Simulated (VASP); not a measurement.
A convergence study with VASP on CdO (rock salt): one setting is varied, all else stays as given below, so the limit is that of these other settings. Each run relaxes cell and ions from the cell shown. The basis is that of the starting cell, so low cut-offs carry a Pulay error.

```
CELL_PARAMETERS angstrom
      0.00000     2.35000     2.35000
      2.35000     0.00000     2.35000
      2.35000     2.35000     0.00000
ATOMIC_POSITIONS crystal
  Cd 0.00000 0.00000 0.00000
  O  0.50000 0.50000 0.50000
```

All values below come from PBE GGA, VASP's PBE PAW potentials (set 64) (plane waves; VASP). The tightest run used: 800 eV cut-off, 8×8×8 Γ-centred mesh, Gaussian smearing of 0.050 eV, potentials Cd O.

Question: The settings run are ENCUT = 250; ENCUT = 300; ENCUT = 350; ENCUT = 400; ENCUT = 450; ENCUT = 500; ENCUT = 550; ENCUT = 600; ENCUT = 650; ENCUT = 700; ENCUT = 750; ENCUT = 800. From which on does the relaxed volume stay within 0.1 Å³/atom of the tightest run?

Answer: From ENCUT = 500 on: it is off by 0.020 there and by no more than 0.1 in any finer run, while ENCUT = 450 is off by 0.168.
| setting | relaxed volume (Å³/atom) | E (eV/atom) | plane waves | difference judged (Å³/atom) |
|---|---|---|---|---|
| ENCUT = 250 | 10.966 | -4.4576 | 259 | 2.704 |
| ENCUT = 300 | 11.943 | -3.9864 | 331 | 1.728 |
| ENCUT = 350 | 12.661 | -3.8671 | 396 | 1.009 |
| ENCUT = 400 | 13.184 | -3.8568 | 489 | 0.487 |
| ENCUT = 450 | 13.502 | -3.8600 | 588 | 0.168 |
| ENCUT = 500 | 13.650 | -3.8637 | 684 | 0.020 |
| ENCUT = 550 | 13.675 | -3.8643 | 778 | 0.005 |
| ENCUT = 600 | 13.659 | -3.8644 | 893 | 0.011 |
| ENCUT = 650 | 13.649 | -3.8647 | 992 | 0.021 |
| ENCUT = 700 | 13.652 | -3.8655 | 1106 | 0.018 |
| ENCUT = 750 | 13.662 | -3.8662 | 1243 | 0.008 |
| ENCUT = 800 | 13.670 | -3.8667 | 1363 | 0.000 |

Left out are rungs that failed or repeat a setting and relaxations that didn't move; long series are thinned to 24 rows.

The compound is CdO in the rock salt structure.
